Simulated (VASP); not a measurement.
Consider the following.

```yaml
crystal:
  lattice:
    - [0.00000, 1.99919, 1.99919]
    - [1.99919, 0.00000, 1.99919]
    - [1.99919, 1.99919, 0.00000]
  atoms:
    - { symbol: Li, position: [0.00000, 0.00000, 0.00000] }
    - { symbol: H, position: [0.50000, 0.50000, 0.50000] }
```

Method: PBE GGA, VASP's PBE PAW potentials (set 64) (plane waves; VASP). Settings: 600 eV cut-off, 10×10×10 Γ-centred mesh, Gaussian smearing of 0.050 eV, potentials Li_sv H.

Each relaxation starts from this cell; other phases were not tried.

Q: The cell is relaxed at 5 GPa. What happens?

A: The volume per atom goes from 7.99 to 7.13 Å³ (-10.8 %), and the cell becomes a = 3.8487 Å, b = 3.8487 Å, c = 3.8487 Å, α = 90.00°, β = 90.00°, γ = 90.00°, space group Fm-3m. The gap on the mesh goes from 2.97 to 2.88 eV.

Q: The cell is relaxed at 10 GPa. What happens?

A: The volume per atom goes from 7.99 to 6.56 Å³ (-17.9 %), and the cell becomes a = b = c = 3.7434 Å, α = β = γ = 90.00°, space group Fm-3m. The gap on the mesh goes from 2.97 to 2.79 eV.

Failed runs are left out, and for metals the shear rows, which the mesh's noise covers.

The compound is LiH in the rock salt structure.
